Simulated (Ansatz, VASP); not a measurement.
# GaBAs2 (CuAu-ordered zincblende type (invented)): VASP beside Ansatz

Wanted: the spread between two codes on one cell, functional and k mesh. The cell is generated by rule, not measured, and may not be a known phase. The cell is taken from a series of runs on this material, whose earlier steps may have relaxed, scaled, displaced or heated it; both programs get it as it stands.

Method: plane waves, with VASP 6.6.1 beside it; zone-centre phonons at PBE, in Ansatz 0.2.0.

### Step 1. The starting structure

It takes space group P-4m2 (No. 115, tetragonal). The conventional cell has a = 3.687 Å, b = 3.687 Å, c = 5.420 Å, α = 90.00°, β = 90.00°, γ = 90.00°. B has 4 As at 2.17 Å nearest. Nearest to Ga lie 4 As at 2.42 Å. As has 2 B at 2.17 Å and 2 Ga at 2.42 Å nearest. Farther neighbours are not listed.

### Step 2. Ansatz: zone-centre phonons, PBE

Ansatz runs on its default PAW (the set named soft_2) files.

Second derivatives magnify differences that forces hide, and they need a tight electronic threshold.

Contents of input.yaml:

```yaml
crystal:
  lattice:
    - [3.687315644, 0.0, 0.0]
    - [0.0, 3.687315644, 0.0]
    - [0.0, 0.0, 5.4199892776]
  atoms:
    - { symbol: B, position: [0.0, 0.0, 0.0] }
    - { symbol: Ga, position: [0.5, 0.5, 0.5] }
    - { symbol: As, position: [0.0, 0.5, 0.2119998482] }
    - { symbol: As, position: [0.5, 0.0, 0.7880001518] }
kpoints:
  mp_grid: { grid: [10, 10, 8] }
hamiltonian:
  xc: pbe
scf:
  occupations: { method: fixed }
output:
  eigenvalues: true
phonons:
  method: dfpt
  dielectric: true
  rigid_motions: translations
```

The run is started by

```
> ansatz run input.yaml --threads 2 --pin off --max-ram 5120MiB --backend cpu --events-out ev --progress --plain --runs-dir out
```

Numbers of over 12 decimals in the logs are rounded to 6 here.

Output:

```text
Engine: ansatz 0.2.0, x86_64-unknown-linux-gnu
Pseudopotentials: kind: paw
Pseudopotential: B, paw, valence charge 3, recommended cutoff 420 eV (normal), B.paw.azcp
Pseudopotential: Ga, paw, valence charge 13, recommended cutoff 420 eV (normal), Ga.paw.azcp
Pseudopotential: As, paw, valence charge 15, recommended cutoff 420 eV (normal), As.paw.azcp
Functional definition: PBE
  parameter kappa = 0.804
  parameter beta = 0.066725
  exchange = pbe_x(kappa = kappa, mu = beta*pi^2/3)
  correlation = pbe_c(beta = beta)
Crystal: 4 atoms, lattice volume = 73.692 Å³
Basis set: ecut = 420 eV, 1443 PW (Γ), exchange–correlation on 50×50×80 points (8 copies of the dense FFT grid, shifted against one another)
Bands: 28, of which v1, the nominal top of the filled ones, is band 23 counted from 1 (22 counted from 0)
Symmetry: 8 space group operations
k-points: 404 of 800 (irreducible under 1 space group operation, time reversal used)
Non-local potential: B, projectors of the file, l = 0: 2, l = 1: 2, l = 2: 1
Non-local potential: Ga, projectors of the file, l = 0: 2, l = 1: 2, l = 2: 3, l = 3: 1
Non-local potential: As, projectors of the file, l = 0: 2, l = 1: 2, l = 2: 3, l = 3: 1
PAW form: soft (Blöchl's): semilocal exchange-correlation on the pseudo side does not see the compensation charge
PAW one-centre angular grid: B, 110 points (default); XC on 64 Gauss nodes
PAW one-centre angular grid: Ga, 590 points (default); XC on 64 Gauss nodes
PAW one-centre angular grid: As, 590 points (default); XC on 64 Gauss nodes
Initial density: superposition of atomic densities (neutral atoms: chi_scale 0, normalization atom), corrected by the library's trained network
Initial wavefunctions: pseudopotential atomic-orbital guess
Functional: x = pbe(κ = 0.804, μ = 0.219515), c = pbe(β = 0.066725)
SCF iter   1: F=—  HF=-13651.199430 eV  |F-HF|=—  |Δ(HF+E_count)|=         —  Δρ=2.47e-3  dr2=1.52e-2  ethr=1.77e-3  ⟨swp⟩=5.0  Hψ=40399  notcnv=0  defer=1102
preconditioner: auto → Resta (q_TF=auto, 2.522 Å⁻¹)  ε∞=3.9  [insulator: Δε(μ)=0.425 eV  Ē_g=12.990 eV  n_scr=20 (ndim 8)  ℏωp=22.1 eV  f_vac=0.031  ε∞_Penn≈3.9]
SCF iter   2: F=—  HF=-13651.195145 eV  |F-HF|=—  |Δ(HF+E_count)|=   4.29e-3  Δρ=1.03e-3  dr2=1.22e-3  ethr=3.31e-5  ⟨swp⟩=2.5  Hψ=18436  notcnv=0  defer=1209
SCF iter   3: F=—  HF=-13651.194920 eV  |F-HF|=—  |Δ(HF+E_count)|=   2.25e-4  Δρ=4.51e-4  dr2=1.72e-4  ethr=2.64e-6  ⟨swp⟩=2.0  Hψ=16971  notcnv=0  defer=1209
SCF iter   4: F=—  HF=-13651.194883 eV  |F-HF|=—  |Δ(HF+E_count)|=   3.68e-5  Δρ=2.09e-4  dr2=2.57e-5  ethr=3.74e-7  ⟨swp⟩=2.0  Hψ=16293  notcnv=0  defer=1068
SCF iter   5: F=—  HF=-13651.194902 eV  |F-HF|=—  |Δ(HF+E_count)|=   1.86e-5  Δρ=4.98e-5  dr2=2.04e-6  ethr=5.59e-8  ⟨swp⟩=2.0  Hψ=20200  notcnv=0  defer=405
SCF iter   6: F=—  HF=-13651.194902 eV  |F-HF|=—  |Δ(HF+E_count)|=   3.50e-7  Δρ=2.56e-5  dr2=5.67e-7  ethr=4.44e-9  ⟨swp⟩=2.0  Hψ=20200  notcnv=0  defer=404
SCF iter   7: F=—  HF=-13651.194902 eV  |F-HF|=—  |Δ(HF+E_count)|=   3.60e-7  Δρ=7.92e-6  dr2=4.18e-8  ethr=1.23e-9  ⟨swp⟩=2.0  Hψ=16160  notcnv=0  defer=404
SCF iter   8: F=—  HF=-13651.194902 eV  |F-HF|=—  |Δ(HF+E_count)|=   4.19e-8  Δρ=2.15e-6  dr2=3.62e-9  ethr=9.09e-11  ⟨swp⟩=2.0  Hψ=16160  notcnv=0  defer=404
SCF iter   9: F=—  HF=-13651.194902 eV  |F-HF|=—  |Δ(HF+E_count)|=   4.28e-9  Δρ=4.30e-7  dr2=1.12e-10  ethr=7.87e-12  ⟨swp⟩=2.0  Hψ=15712  notcnv=0  defer=404
SCF iter  10: F=-13651.194902 eV  HF=-13651.194902 eV  |F-HF|=1.09e-11  |Δ(HF+E_count)|=  2.55e-11  Δρ=9.20e-8  dr2=8.57e-12  ethr=1.00e-12  ⟨swp⟩=11.5  Hψ=66600  notcnv=0
SCF 1 converged in 10 iterations: F = -13651.194902 eV  dr2 = 8.57e-12
  greatest PAW one-centre occupation: 0.999 electrons in one spin orbital (limit 2), on the As atom at site 3 (counted from 0), in its partial waves of l = 2
NSCF: frozen V_eff on 13 k-points
DFPT response loops at Γ: preconditioner auto → Resta (q_TF=auto, 2.522 Å⁻¹)  ε∞=11.9 (no band partly filled); β = 1.00, the filter's whole step (`scf.mixing.beta` (0.50) is not read by the response loops at its default; to damp them type it under 1.00, their step now; it binds the ground state too); Broyden in place of MSR1
── the response to a field inside a basis, on 16×16×12 k-points: an SCF that follows is theirs, and a resumed run solves both again ──
Bands: 24, of which v1, the nominal top of the filled ones, is band 23 counted from 1 (22 counted from 0)
k-points: 216
Initial density: handed on by an earlier stage of this run
Initial wavefunctions: pseudopotential atomic-orbital guess (no wavefunctions were taken with the density)
Eigensolver: Dense (216 Hₖ)
SCF iter   1: F=—  HF=-13651.182660 eV  |F-HF|=—  |Δ(HF+E_count)|=         —  Δρ=1.83e-4  dr2=1.09e-5  ethr=1.00e-1
preconditioner: auto → Resta (q_TF=auto, 2.522 Å⁻¹)  ε∞=4.9  [insulator: Δε(μ)=0.601 eV  Ē_g=11.220 eV  n_scr=20 (ndim 8)  ℏωp=22.1 eV  f_vac=0.028  ε∞_Penn≈4.9]
SCF iter   2: F=—  HF=-13651.182662 eV  |F-HF|=—  |Δ(HF+E_count)|=   2.77e-6  Δρ=1.45e-4  dr2=7.36e-6  ethr=2.36e-8
SCF iter   3: F=—  HF=-13651.182664 eV  |F-HF|=—  |Δ(HF+E_count)|=   1.45e-6  Δρ=2.30e-5  dr2=2.67e-7  ethr=1.60e-8
SCF iter   4: F=-13651.182663 eV  HF=-13651.182663 eV  |F-HF|=1.72e-8  |Δ(HF+E_count)|=   6.16e-7  Δρ=8.23e-6  dr2=4.34e-8  ethr=5.80e-10
SCF 1 converged in 4 iterations: F = -13651.182663 eV  dr2 = 4.34e-8
DFPT response loops at Γ: preconditioner auto → Resta (q_TF=auto, 2.522 Å⁻¹)  ε∞=10.0 (no band partly filled); β = 1.00, the filter's whole step (`scf.mixing.beta` (0.50) is not read by the response loops at its default; to damp them type it under 1.00, their step now; it binds the ground state too); Broyden in place of MSR1
WARN: field response: inside a basis, on 16×16×12 points, no mesh in reach settles it: take ε∞, Z* and everything formed from them with what they may err, as stated (eps_inf_uncertainty, zstar_uncertainty_e), and compare with field_mesh: kpoints on a denser kpoints.mp_grid
WARN: field response: ε∞ stands inside a basis, on 16×16×12 points; the force constants stand on the 10×10×8 k-mesh, whose period is 9.23 times the interband length at k = (0.0000, 0.0000, 0.0000), direct gap 0.636 eV, under 14: take them and everything formed from them as unconverged, and compare with a denser kpoints.mp_grid
SCF converged after 10 iterations
Free energy (F): -13651.194902 eV
Harris-Foulkes:  -13651.194902 eV  (|F-HF|=1.09e-11)
Internal energy: -13651.194902 eV  (E = F + TS)
E sigma→0 (E₀):  -13651.194902 eV
Fermi energy:    9.513688 eV
--- Per-component energies (eV) ---
  E_band       = -529.183174
  E_kinetic    = 367.228929
  E_local      = -5642.385930  (includes V_loc(G=0)·N_el)
  E_nonlocal   = -904.223059
  E_hartree    = 2927.309940
  E_xc         = -258.625841
  E_vxc        = -253.469652  (∫ρ·V_xc dr)
  E_paw        = -5738.496328  (= ΣΔE_a)
  E_vpaw       = 49.046720  (= ΣTr[D̂ρ^β])
  E_aug_tail   = -0.000095  (compensation charges beyond the density's cutoff)
  E_ewald      = -4402.002519
  E_smearing   = -0.000000  (= −TS)
  E_closure    = 0.000000  (closes the sum)
  Σ components = -13651.194902   (vs F -13651.194902, Δ=0.00e0)
--- Band table (eV; the first three rows and the last of 404) ---
  k-point 0: bands = [... 19 lower, 5.6999, 8.9102, 9.5137, 9.5137, 10.1499, 10.2235, 11.4370, 12.5199, ... 1 higher]
  k-point 1: bands = [... 19 lower, 5.7472, 8.2687, 9.2797, 9.2797, 10.2071, 10.4707, 11.8146, 12.8232, ... 1 higher]
  k-point 2: bands = [... 19 lower, 5.8747, 7.1638, 8.8019, 8.8019, 10.2166, 10.7956, 12.4033, 13.0016, ... 1 higher]
  k-point 403: bands = [... 19 lower, 4.7460, 4.9271, 5.1141, 5.1141, 13.7804, 13.7804, 14.0145, 14.0248, ... 1 higher]
--- Phonons (Γ-DFPT): 7 representative perturbations + reference, on 404 of 800 k-points (Σ response iterations 25) ---
  k mesh reduced under 1 symmetry operation, with k and −k counted as one. Each operation leaves every solved perturbation unchanged. A smaller set is not considered because the run solves the response to a homogeneous field
  ASR residual: 2.401e-5 → 0.000e0 eV/Å²; symmetrization residual: 4.926e-6 eV/Å²
  ASR residual per site (eV/Å²): 2.40e-5 1.34e-5 1.92e-5 1.92e-5
  Γ frequencies (cm⁻¹): 0.00 0.00 0.00 111.48 111.48 251.80 273.73 273.73 284.90 500.18 500.18 591.23
  ε∞ (high-frequency dielectric tensor):
       13.021758     0.000000     0.000000
        0.000000    13.021758     0.000000
        0.000000     0.000000    13.313857
  ε⁰ (static dielectric tensor: ions relaxed, cell fixed):
       14.468762    -0.000000    -0.000000
       -0.000000    14.468762     0.000000
       -0.000000     0.000000    14.066064
  ε⁰ − ε∞ (ionic part):
        1.447004    -0.000000    -0.000000
       -0.000000     1.447004     0.000000
       -0.000000     0.000000     0.752207
  softest optical mode at Γ: 111.48 cm⁻¹; the repairs (sum rule, projections) moved no ω² at Γ by more than (1.45 cm⁻¹)²
  Born effective charges Z* (e; rows j = field, columns β = displacement):
    site 0:
         0.86062    0.00000   -0.00000
         0.00000    0.86062    0.00000
         0.00000    0.00000    0.29718
    site 1:
         1.68436    0.00000    0.00000
         0.00000    1.68436    0.00000
        -0.00000    0.00000    2.02781
    site 2:
        -1.00335    0.00000   -0.00000
         0.00000   -1.54162    0.00000
         0.00000    0.00000   -1.16250
    site 3:
        -1.54162    0.00000   -0.00000
         0.00000   -1.00335    0.00000
         0.00000    0.00000   -1.16250
  Z* charge neutrality: 3.869e-3 e pre-enforcement
  solved inside a basis spanned on kpoints, on 16×16×12 k-points transformed towards the longest dipole, which do not settle them: ε∞ is read to err by 7.6e-2, Z* by 2.8e-2 e (field_mesh: kpoints solves on kpoints); Z* is corrected for what the basis lacks
  optical modes at Γ without the LO–TO term, one row a degenerate level:
      ω (cm⁻¹)  modes    IR ((D/Å)²/amu)
        111.48      2             0.7730
        251.80      1             0.0000
        273.73      2             1.3278
[...]
optical modes at Γ + LO–TO along q̂ = [1.0000, 0.0000, 0.0000]:
      ω (cm⁻¹)  modes    IR ((D/Å)²/amu)
[...]
optical modes at Γ + LO–TO along q̂ = [0.0000, 1.0000, 0.0000]:
      ω (cm⁻¹)  modes    IR ((D/Å)²/amu)
[...]
505.79      1             2.5698
        591.23      1             0.3541
  optical modes at Γ + LO–TO along q̂ = [0.0000, 0.0000, 1.0000]:
      ω (cm⁻¹)  modes    IR ((D/Å)²/amu)
        111.48      2             0.7730
        251.80      1             0.0000
        273.73      2             1.3278
        292.51      1             2.0154
        500.18      2             5.0218
        591.89      1             0.3660
```

[end of part 1 of 3]

[Lines on the potential files, build, host, timing and source positions are cut from VASP's logs without a mark.]

[Logs are printed without paths, hosts, clocks, repeated set-up lines and the standing remarks that a program may print on its own settings, such as how far it seeks lower states.]

[Hosts, paths, dates, database ids (printed as entryN), source tags and the programs' standing remarks are cut or masked in the printed files.]
